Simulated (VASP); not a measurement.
A run of VASP 6.6.1:

Contents of INCAR:

```
SYSTEM = Mg3CdSe2O2
  PREC = Normal
  ENCUT = 520
  EDIFF = 1E-5
  ISMEAR = 0
  SIGMA = 0.05
  LREAL = Auto
  LASPH = .True.
  NELM = 80
  ALGO = Fast
  ISIF = 3
  LWAVE = .False.
  LCHARG = .False.
  GGA = PE
  IBRION = 2
  NSW = 110
  EDIFFG = -0.03
  ISYM = 0
```

Contents of KPOINTS:

```
Automatic mesh
0
Gamma
  5 5 2
  0 0 0
```

POSCAR

```
Mg3CdSe2O2
1.0
    3.9740248400      0.0232924800     -0.0626810300
    0.0232924800      3.8250095300      0.0336391400
   -0.1581181400      0.0848575400      9.7531820600
Mg Cd Se O
3 1 2 2
Direct
    0.0063955500      0.9746840700      0.5066781700
    0.5055681400      0.4617317700      0.3515479400
    0.5278319500      0.4930841700      0.6381139200
    0.0039880600      0.9946119600      0.0204355900
    0.4937966800      0.0048769500      0.1908175000
    0.9684753100      0.4758633000      0.7999440400
    0.4716764000      0.0202155500      0.5667508100
    0.9830644600      0.5564767400      0.4365145400
```

Potentials or basis: VASP PAW PBE potentials, release 64 (Mg, Cd, Se, O).

Run with:

```sh
$ cat potpaw_PBE.64/Mg/POTCAR potpaw_PBE.64/Cd/POTCAR potpaw_PBE.64/Se/POTCAR potpaw_PBE.64/O/POTCAR > POTCAR
$ mpirun -np 1 vasp_std > vasp.out
```

Hardware: 1 thread of Intel(R) Xeon(R) Platinum 8375C CPU @ 2.90GHz (Ice Lake), on a shared host.

Question: How long does it take, and how much memory?

Answer: Wall time 5.9 min on 1 thread of Intel(R) Xeon(R) Platinum 8375C CPU @ 2.90GHz (Ice Lake), with other jobs on the host, peak memory 0.22 GiB. Counts: scf iterations 136, k points 26, ion steps 19.
